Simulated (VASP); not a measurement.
Input:

```yaml
crystal:
  lattice:
    - [0.00000, 1.98390, 1.98390]
    - [1.98390, 0.00000, 1.98390]
    - [1.98390, 1.98390, 0.00000]
  atoms:
    - { symbol: Pd, position: [0.00000, 0.00000, 0.00000] }
```

These are PBE GGA, VASP's PBE PAW potentials (set 64) (plane waves; VASP) values and carry that method's errors. Run with 400 eV cut-off, 14×14×14 Γ-centred mesh, first-order Methfessel-Paxton smearing of 0.10 eV, potentials Pd.

Question: Predict the energy per atom (σ→0), pressure, band gap (on the k-mesh) with the smallest direct gap where there is one.

Answer: 
The band gap (on the k-mesh) is none (metal, semimetal or under 0.01 eV) and the energy per atom (σ→0) is -5203 meV/atom. The pressure comes out as -3.53 GPa.

The absolute energy has meaning only against runs of the same code, potentials and settings.

The compound is Pd in the fcc structure. The cell was not relaxed at this level.
